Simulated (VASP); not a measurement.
Input:

```
HfN
1.0
    0.00000     2.26717     2.26717
    2.26717     0.00000     2.26717
    2.26717     2.26717     0.00000
Hf N
1 1
Direct
  0.00000   0.00000   0.00000
  0.50000   0.50000   0.50000
```

Level of theory: PBE GGA, VASP's PBE PAW potentials (set 64) (plane waves; VASP). Settings: 520 eV cut-off, Gaussian smearing of 0.050 eV, potentials Hf_pv N.

Unless said otherwise, spin-orbit coupling is left out, though it shifts the bands of the heavy elements here.

Problem. What does the run give for the band gap (along the path) with the smallest direct gap where there is one?

Solution. 
```json
{
 "band gap (along the path)": "none (metal, semimetal or under 0.01 eV)"
}
```

The compound is HfN in the rock salt structure. It was relaxed first. The electron count is odd and the run is not spin-polarised, which forces a metal.
